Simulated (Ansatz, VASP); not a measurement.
# Y4S3N2 (Y4S3N2 (C2/m)): VASP beside Ansatz, part 2 of 2

One calculation is typed for both programs; each brings its own data sets and cutoff. How far apart do they land?

VASP 6.6.1 and Ansatz 0.2.0.

So far. Step 2 (VASP: single point, PBEsol): The run ends at a pressure of -0.74 GPa, with forces up to 0.041 eV/Å.

### 3. Ansatz: single point, PBEsol

Level of this step: Ansatz beside VASP: Kohn-Sham DFT, plane waves, PBEsol (Ansatz).

Ansatz runs on its default PAW (the set named soft_2) files.

The same cell, functional, mesh and smearing now go to Ansatz, which takes its cutoff from its data sets.

Contents of input.yaml:

```yaml
crystal:
  lattice:
    - [12.7771638868, 0.0, -0.0077716424]
    - [0.0, 11.3739395922, 0.0]
    - [-6.050029023, 0.0, 7.6421525985]
  atoms:
    - { symbol: "Y", position: [0.7601639807, 0.6666666667, 0.6493928107] }
    - { symbol: "Y", position: [0.2601639807, 0.8333333333, 0.6493928107] }
    - { symbol: "Y", position: [0.7601639807, 0.3333333333, 0.6493928107] }
    - { symbol: "Y", position: [0.2601639807, 0.5, 0.6493928107] }
    - { symbol: "Y", position: [0.7601639807, 0.0, 0.6493928107] }
    - { symbol: "Y", position: [0.2601639807, 0.1666666667, 0.6493928107] }
    - { symbol: "Y", position: [0.2398360193, 0.6666666667, 0.3506071893] }
    - { symbol: "Y", position: [0.7398360193, 0.8333333333, 0.3506071893] }
    - { symbol: "Y", position: [0.2398360193, 0.3333333333, 0.3506071893] }
    - { symbol: "Y", position: [0.7398360193, 0.5, 0.3506071893] }
    - { symbol: "Y", position: [0.2398360193, 0.0, 0.3506071893] }
    - { symbol: "Y", position: [0.7398360193, 0.1666666667, 0.3506071893] }
    - { symbol: "Y", position: [0.435577699, 0.6666666667, 0.1441095031] }
    - { symbol: "Y", position: [0.935577699, 0.8333333333, 0.1441095031] }
    - { symbol: "Y", position: [0.435577699, 0.3333333333, 0.1441095031] }
    - { symbol: "Y", position: [0.935577699, 0.5, 0.1441095031] }
    - { symbol: "Y", position: [0.435577699, 0.0, 0.1441095031] }
    - { symbol: "Y", position: [0.935577699, 0.1666666667, 0.1441095031] }
    - { symbol: "Y", position: [0.564422301, 0.6666666667, 0.8558904969] }
    - { symbol: "Y", position: [0.064422301, 0.8333333333, 0.8558904969] }
    - { symbol: "Y", position: [0.564422301, 0.3333333333, 0.8558904969] }
    - { symbol: "Y", position: [0.064422301, 0.5, 0.8558904969] }
    - { symbol: "Y", position: [0.564422301, 0.0, 0.8558904969] }
    - { symbol: "Y", position: [0.064422301, 0.1666666667, 0.8558904969] }
    - { symbol: S, position: [0.0, 0.6666666667, 0.0] }
    - { symbol: S, position: [0.5, 0.8333333333, 0.0] }
    - { symbol: S, position: [0.0, 0.3333333333, 0.0] }
    - { symbol: S, position: [0.5, 0.5, 0.0] }
    - { symbol: S, position: [0.0, 0.0, 0.0] }
    - { symbol: S, position: [0.5, 0.1666666667, 0.0] }
    - { symbol: S, position: [0.1748027807, 0.6666666667, 0.7845797125] }
    - { symbol: S, position: [0.6748027807, 0.8333333333, 0.7845797125] }
    - { symbol: S, position: [0.1748027807, 0.3333333333, 0.7845797125] }
    - { symbol: S, position: [0.6748027807, 0.5, 0.7845797125] }
    - { symbol: S, position: [0.1748027807, 0.0, 0.7845797125] }
    - { symbol: S, position: [0.6748027807, 0.1666666667, 0.7845797125] }
    - { symbol: S, position: [0.8251972193, 0.6666666667, 0.2154202875] }
    - { symbol: S, position: [0.3251972193, 0.8333333333, 0.2154202875] }
    - { symbol: S, position: [0.8251972193, 0.3333333333, 0.2154202875] }
    - { symbol: S, position: [0.3251972193, 0.5, 0.2154202875] }
    - { symbol: S, position: [0.8251972193, 0.0, 0.2154202875] }
    - { symbol: S, position: [0.3251972193, 0.1666666667, 0.2154202875] }
    - { symbol: "N", position: [0.6436725524, 0.6666666667, 0.3608735673] }
    - { symbol: "N", position: [0.1436725524, 0.8333333333, 0.3608735673] }
    - { symbol: "N", position: [0.6436725524, 0.3333333333, 0.3608735673] }
    - { symbol: "N", position: [0.1436725524, 0.5, 0.3608735673] }
    - { symbol: "N", position: [0.6436725524, 0.0, 0.3608735673] }
    - { symbol: "N", position: [0.1436725524, 0.1666666667, 0.3608735673] }
    - { symbol: "N", position: [0.3563274476, 0.6666666667, 0.6391264327] }
    - { symbol: "N", position: [0.8563274476, 0.8333333333, 0.6391264327] }
    - { symbol: "N", position: [0.3563274476, 0.3333333333, 0.6391264327] }
    - { symbol: "N", position: [0.8563274476, 0.5, 0.6391264327] }
    - { symbol: "N", position: [0.3563274476, 0.0, 0.6391264327] }
    - { symbol: "N", position: [0.8563274476, 0.1666666667, 0.6391264327] }
hamiltonian:
  xc: pbesol
  pseudopotentials: { kind: paw }
kpoints:
  mp_grid: { grid: [1, 1, 2] }
scf:
  occupations: { method: gaussian, width: 0.05 }
  n_extra_bands: 17
output:
  forces: true
  stress: true
  eigenvalues: true
  write_density: true
  write_potential: true
  elf: true
  volumetric_format: npy
```

Started as:

```sh
> ansatz run input.yaml --threads 8 --pin off --max-ram 18432MiB --backend cpu --events-out ev --progress --plain --runs-dir out
```

Numbers of over 12 decimals in the logs are rounded to 6 here.

Log:

```text
scf.n_extra_bands = 17 over 216 filled bands (N_el = 432.0): the run solves 233 bands
Engine: ansatz 0.2.0, aarch64-unknown-linux-gnu
Pseudopotentials: kind: paw
Pseudopotential: Y, paw, valence charge 11, recommended cutoff 420 eV (normal), Y.paw.azcp
Pseudopotential: S, paw, valence charge 6, recommended cutoff 420 eV (normal), S.paw.azcp
Pseudopotential: N, paw, valence charge 5, recommended cutoff 420 eV (normal), N.paw.azcp
Functional definition: PBEsol
  exchange = pbesol_x
  correlation = pbesol_c
Crystal: 54 atoms, lattice volume = 1110.074 Å³
Basis set: ecut = 420 eV, 21697 PW (Γ), exchange–correlation on 180×160×144 points (8 copies of the dense FFT grid, shifted against one another)
Bands: 233, of which v1, the nominal top of the filled ones, is band 216 counted from 1 (215 counted from 0)
Symmetry: 24 space group operations
Space group: C2/m (ITA 12), of the structure as read, at distance tolerance 1.0e-4 Å
k-points: 2
Non-local potential: Y, projectors of the file, l = 0: 3, l = 1: 2, l = 2: 2, l = 3: 1
Non-local potential: S, projectors of the file, l = 0: 2, l = 1: 2, l = 2: 2
Non-local potential: N, projectors of the file, l = 0: 2, l = 1: 2, l = 2: 1
PAW form: soft (Blöchl's): semilocal exchange-correlation on the pseudo side does not see the compensation charge
PAW frozen core: Y, regenerated for the run's functional, and the local potential with it (the file was generated under x = pbe(κ = 0.804, μ = 0.219515), c = pbe(β = 0.066725))
PAW frozen core: S, regenerated for the run's functional, and the local potential with it (the file was generated under x = pbe(κ = 0.804, μ = 0.219515), c = pbe(β = 0.066725))
PAW frozen core: N, regenerated for the run's functional, and the local potential with it (the file was generated under x = pbe(κ = 0.804, μ = 0.219515), c = pbe(β = 0.066725))
PAW one-centre angular grid: Y, 590 points (default); XC on 64 Gauss nodes
PAW one-centre angular grid: S, 110 points (default); XC on 64 Gauss nodes
PAW one-centre angular grid: N, 110 points (default); XC on 64 Gauss nodes
Initial density: superposition of atomic densities (neutral atoms: chi_scale 0, normalization atom), corrected by the library's trained network
Initial wavefunctions: pseudopotential atomic-orbital guess
Functional: x = pbesol(κ = 0.804, μ = 0.123457), c = pbesol(β = 0.046)
SCF iter   1: F=—  HF=-111661.171682 eV  |F-HF|=—  |Δ(HF+E_count)|=         —  Δρ=7.38e-3  dr2=7.84e-1  ethr=1.77e-3  ⟨swp⟩=7.0  Hψ=2120  notcnv=0
preconditioner: auto → Resta (q_TF=auto, 2.331 Å⁻¹)  ε∞=3.6  [insulator: Δε(μ)=1.213 eV  Ē_g=13.481 eV  σ=0.050 eV  W_gap=1.00  n_scr=240 (ndim 8)  ℏωp=21.8 eV  f_vac=0.038  D(μ)=0.00/eV (n_scr^D=0)  ε∞_Penn≈3.6]
SCF iter   2: F=—  HF=-111661.016352 eV  |F-HF|=—  |Δ(HF+E_count)|=   1.55e-1  Δρ=2.82e-3  dr2=1.41e-1  ethr=1.81e-4  ⟨swp⟩=2.0  Hψ=811  notcnv=0  defer=24
SCF iter   3: F=—  HF=-111660.994706 eV  |F-HF|=—  |Δ(HF+E_count)|=   2.16e-2  Δρ=1.21e-3  dr2=1.97e-2  ethr=3.26e-5  ⟨swp⟩=2.0  Hψ=644  notcnv=0  defer=24
SCF iter   4: F=—  HF=-111660.992401 eV  |F-HF|=—  |Δ(HF+E_count)|=   2.30e-3  Δρ=4.77e-4  dr2=3.65e-3  ethr=4.56e-6  ⟨swp⟩=2.0  Hψ=571  notcnv=0  defer=24
SCF iter   5: F=—  HF=-111660.992232 eV  |F-HF|=—  |Δ(HF+E_count)|=   1.70e-4  Δρ=8.38e-5  dr2=1.45e-4  ethr=8.45e-7  ⟨swp⟩=2.0  Hψ=620  notcnv=0  defer=24
SCF iter   6: F=—  HF=-111660.992309 eV  |F-HF|=—  |Δ(HF+E_count)|=   7.72e-5  Δρ=1.66e-5  dr2=7.61e-6  ethr=3.35e-8  ⟨swp⟩=2.0  Hψ=673  notcnv=0  defer=24
SCF iter   7: F=—  HF=-111660.990971 eV  |F-HF|=—  |Δ(HF+E_count)|=   1.34e-3  Δρ=5.86e-6  dr2=6.16e-7  ethr=1.76e-9  ⟨swp⟩=3.0  Hψ=837  notcnv=0  defer=25
SCF iter   8: F=-111660.990972 eV  HF=-111660.990972 eV  |F-HF|=2.26e-8  |Δ(HF+E_count)|=   4.71e-7  Δρ=1.30e-6  dr2=3.35e-8  ethr=2.31e-11  ⟨swp⟩=14.0  Hψ=3457  notcnv=0
SCF 1 converged in 8 iterations: F = -111660.990972 eV  dr2 = 3.35e-8
  greatest PAW one-centre occupation: 0.993 electrons in one spin orbital (limit 2), on the Y atom at site 5 (counted from 0), in its partial waves of l = 0
SCF converged after 8 iterations
Free energy (F): -111660.990972 eV
Harris-Foulkes:  -111660.990972 eV  (|F-HF|=2.26e-8)
Internal energy: -111660.990972 eV  (E = F + TS)
E sigma→0 (E₀):  -111660.990972 eV
Fermi energy:    8.933371 eV
--- Per-component energies (eV) ---
  E_band       = -2510.414322
  E_kinetic    = 10866.067953
  E_local      = -21399.521691  (includes V_loc(G=0)·N_el)
  E_nonlocal   = 2293.951775
  E_hartree    = 7332.364926
  E_xc         = -6617.291786
  E_vxc        = -7308.982705  (∫ρ·V_xc dr)
  E_paw        = -78545.081563  (= ΣΔE_a)
  E_vpaw       = -1626.669421  (= ΣTr[D̂ρ^β])
  E_aug_tail   = 0.001170  (compensation charges beyond the density's cutoff)
  E_ewald      = -25596.504576
  E_core_change = 5.022820  (= ΣΔE_core)
  E_smearing   = -0.000000  (= −TS)
  E_closure    = -0.000000  (closes the sum)
  Σ components = -111660.990972   (vs F -111660.990972, Δ=0.00e0)
--- Forces (eV/Å), atoms counted from 1 ---
  atom   1  Y      0.00911646    -0.00000000     0.01358278
  atom   2  Y      0.00911646    -0.00000000     0.01358278
  atom   3  Y      0.00911646    -0.00000000     0.01358278
  atom   4  Y      0.00911646    -0.00000000     0.01358278
  atom   5  Y      0.00911646    -0.00000000     0.01358278
  atom   6  Y      0.00911646    -0.00000000     0.01358278
  atom   7  Y     -0.00911646     0.00000000    -0.01358278
  atom   8  Y     -0.00911646     0.00000000    -0.01358278
  atom   9  Y     -0.00911646     0.00000000    -0.01358278
  atom  10  Y     -0.00911646     0.00000000    -0.01358278
  atom  11  Y     -0.00911646     0.00000000    -0.01358278
  atom  12  Y     -0.00911646     0.00000000    -0.01358278
  atom  13  Y     -0.01361205    -0.00000000     0.00783064
  atom  14  Y     -0.01361205    -0.00000000     0.00783064
  atom  15  Y     -0.01361205    -0.00000000     0.00783064
  atom  16  Y     -0.01361205    -0.00000000     0.00783064
  atom  17  Y     -0.01361205    -0.00000000     0.00783064
  atom  18  Y     -0.01361205    -0.00000000     0.00783064
  atom  19  Y      0.01361205     0.00000000    -0.00783064
  atom  20  Y      0.01361205     0.00000000    -0.00783064
  atom  21  Y      0.01361205     0.00000000    -0.00783064
  atom  22  Y      0.01361205     0.00000000    -0.00783064
  atom  23  Y      0.01361205     0.00000000    -0.00783064
  atom  24  Y      0.01361205     0.00000000    -0.00783064
[...]
atom  47  N      0.01561228     0.00000000    -0.02590564
  atom  48  N      0.01561228     0.00000000    -0.02590564
  atom  49  N     -0.01561228    -0.00000000     0.02590564
  atom  50  N     -0.01561228    -0.00000000     0.02590564
  atom  51  N     -0.01561228    -0.00000000     0.02590564
  atom  52  N     -0.01561228    -0.00000000     0.02590564
  atom  53  N     -0.01561228    -0.00000000     0.02590564
  atom  54  N     -0.01561228    -0.00000000     0.02590564
  max |Σ_I F_I| component: 2.43e-17 eV/Å
--- Stress (GPa, compression-positive) ---
       -0.151617      -0.000000       0.054537
       -0.000000       0.491708       0.000000
        0.054537       0.000000      -0.007270
  P = ⅓ Tr σ = 0.1109 GPa (1.109 kbar)
--- Band table (eV) ---
  k-point 0: bands = [... 212 lower, 7.6244, 7.6244, 7.6441, 8.1482, 9.5702, 9.9335, 10.3029, 10.3029, ... 13 higher]
  k-point 1: bands = [... 212 lower, 7.7313, 7.8507, 7.8507, 8.2965, 9.6040, 9.9841, 10.6985, 10.7883, ... 13 higher]
```

Elapsed: 8.3 s, on 8 threads of Arm Neoverse V2, shared host; peak memory 3 GiB.

The run ends at a pressure of 0.11 GPa, with forces up to 0.036 eV/Å.

### 4. Comparison

Known differences besides the potentials themselves: the cutoff is 420 eV in Ansatz and 400 eV in VASP (PREC = Normal, projectors in real space); Ansatz makes its cores anew for this functional, VASP keeps those of its PBE data sets; VASP leaves aspherical gradient terms in its spheres out (LASPH is not set), Ansatz keeps them. Total energies have different zeros and are not compared.

The two programs side by side:

| quantity | Ansatz | VASP | difference |
| --- | --- | --- | --- |
| pressure (GPa) | 0.11 | -0.74 | +0.85 |
| pressure without Ansatz's Pulay correction (GPa) | 0.01 | -0.74 | +0.75 |
| gap on the k mesh (eV) | 1.274 | 1.274 | 0.000 |

At this near-relaxed geometry the largest component of a force difference is 6 meV/Å. A gap on the mesh is an upper bound, since the band edges may lie between its points. Ansatz's pressure holds a Pulay correction of 0.10 GPa; VASP's holds none.

### 5. Results

| Property | Result |
| --- | --- |
| difference in gap on the k mesh (single point, PBEsol) | -2.4e-4 eV |
| difference in pressure (single point, PBEsol) | 0.85 GPa |

In words: The difference in pressure is 0.85 GPa (single point, PBEsol), within the 1 GPa picked in this series as the mark of a large difference. Such differences can come from data sets, numerical settings and the points named under the comparisons, not from the functional's error against experiment.

[Lines on the potential files, build, host, timing and source positions are cut from VASP's logs without a mark.]

[Logs are printed without paths, hosts, clocks, repeated set-up lines and the standing remarks that a program may print on its own settings, such as how far it seeks lower states.]

[Hosts, paths, dates, database ids (printed as entryN), source tags and the programs' standing remarks are cut or masked in the printed files.]
